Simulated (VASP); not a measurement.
Consider the following.

```yaml
crystal:
  lattice:
    - [0.00000, 1.81992, 1.81992]
    - [1.81992, 0.00000, 1.81992]
    - [1.81992, 1.81992, 0.00000]
  atoms:
    - { symbol: B, position: [0.00000, 0.00000, 0.00000] }
    - { symbol: N, position: [0.25000, 0.25000, 0.25000] }
```

These are revPBE GGA, VASP's PBE PAW potentials (set 64) (plane waves; VASP) values and carry that method's errors. Settings: 520 eV cut-off, Gaussian smearing of 0.050 eV, potentials B N.

Question: Give the energies of bands 2 to 7 at the high-symmetry points, in eV from the valence-band maximum.

Answer: 
```json
[
 {"band": "2", "Γ": "0.00", "X": "-8.80", "U": "-8.04", "L": "-10.51", "W": "-7.53"},
 {"band": "3", "Γ": "0.00", "X": "-4.80", "U": "-7.49", "L": "-1.90", "W": "-6.81"},
 {"band": "4", "Γ": "0.00", "X": "-4.80", "U": "-3.99", "L": "-1.90", "W": "-6.36"},
 {"band": "5", "Γ": "8.77", "X": "4.46", "U": "6.87", "L": "9.87", "W": "9.54"},
 {"band": "6", "Γ": "8.77", "X": "9.13", "U": "12.71", "L": "10.63", "W": "13.10"},
 {"band": "7", "Γ": "8.77", "X": "17.70", "U": "15.64", "L": "10.63", "W": "14.35"}
]
```

The gap is indirect, 4.46 eV, from the valence maximum at Γ to the conduction minimum at X.

Measured: gap 6.20 eV at 300 K (computed value off by -1.74 eV), as given by arXiv:1206.3780.

The compound is BN in the zinc blende structure. It was relaxed first.
